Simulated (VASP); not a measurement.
Au:

```
CELL_PARAMETERS angstrom
0.00000 2.05850 2.05850
2.05850 0.00000 2.05850
2.05850 2.05850 0.00000
ATOMIC_POSITIONS crystal
Au 0.00000 0.00000 0.00000
```

```yaml
Program: VASP 6.6.1
Task: relaxation of cell and atoms
Functional: PBEsol
Potentials_or_basis: VASP PAW PBE potentials, release 64 (Au)
Cutoff: 580 eV
k_mesh: 18 × 18 × 18
Occupations: gaussian, width 0.1 eV
Spin: no spin polarisation
```

At the start: pressure -4.2 GPa; volume 17.45 Å³/atom.

Question: Where does the relaxation end?

Answer: Over 3 steps the energy falls by 5.9 meV/atom and the volume is 17.01 Å³/atom (-2.5 %); space group Fm-3m (No. 225, to 0.05 Å).

Step by step:
```tsv
step	energy change (eV)	largest force (eV/Å)	pressure (GPa)	volume (Å³)
1	0.0000	0.0000	-4.18	17.45
2	0.0106	0.0000	8.12	16.32
3	-0.0059	0.0000	-0.05	17.01
```

Final structure:
```
Au
1.0
     0.00000    2.04120    2.04120
     2.04120    0.00000    2.04120
     2.04120    2.04120    0.00000
Au
1
Cartesian
  0.0000 0.0000 0.0000
```

Caveat: the PAW data sets were made with another functional, which shifts forces and pressure a little.
